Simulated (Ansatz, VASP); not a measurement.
## Al5C3: VASP beside Ansatz

```
CELL_PARAMETERS angstrom
-3.17140 3.17140 3.17140
3.17140 -3.17140 3.17140
3.17140 3.17140 -3.17140
ATOMIC_POSITIONS crystal
Al 0.37578 0.37578 0.37578
Al 0.00000 0.00000 0.62422
Al 0.00000 0.62422 0.00000
Al 0.62422 0.00000 0.00000
Al 0.00000 0.00000 0.00000
C 0.00000 0.50000 0.50000
C 0.50000 0.00000 0.50000
C 0.50000 0.50000 0.00000
```

Alike in both runs: task single point; functional PBE; k mesh 4 × 4 × 4; occupations gaussian, width 0.1 eV; no spin polarisation.

|  | VASP | Ansatz |
| --- | --- | --- |
| version | VASP 6.6.1 | Ansatz 0.2.0 |
| potentials or method | VASP PAW PBE potentials, release 64 (Al, C) | scalar-relativistic, plane waves, PAW |
| plane-wave cutoff (eV) | 520 | 420 |
| valence electrons in the cell | 27 | 27 |

Ansatz gave:

- gap on the k mesh at the Fermi level (eV): none
- pressure (GPa): 2.6
- rms of the force components (eV/Å): 2.825

**Question.** What did VASP give for the same quantities?

**Answer.** gap on the k mesh at the Fermi level (eV): none; pressure (GPa): 2.6; rms of the force components (eV/Å): 2.833.

Atom by atom the forces differ by 0.007 eV/Å (rms over components). A gap of «none» marks a metal or a gap that the smearing closes. With one functional, cell and mesh, what is left measures potentials, basis and numerics.

Caveats: forces of over 1 eV/Å show positions far from the minimum, so gaps and moduli don't describe the material at rest.
